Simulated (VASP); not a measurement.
Input:

```xyz
2
Lattice="0.0000 3.3057 3.3057 3.3057 0.0000 3.3057 3.3057 3.3057 0.0000" Properties=species:S:1:pos:R:3 pbc="T T T"
Sn     3.3057     0.0000     3.3057
Te     3.3057     3.3057     3.3057
```

Computed with RPBE GGA, VASP's PBE PAW potentials (set 64) (plane waves; VASP). Run with 520 eV cut-off, 7×7×7 Γ-centred mesh, Gaussian smearing of 0.050 eV, potentials Sn_d Te.

Q: Give the stress tensor in GPa (positive for a compressed cell).

A: 
```
-1.90   0.00   0.00
 0.00  -1.90   0.00
 0.00   0.00  -1.90
```
The pressure is its mean diagonal, -1.90 GPa.

The compound is SnTe in the rock salt structure, which distorts at low temperature. This cell is one point of a volume scan, at 1.06 of the reference volume.
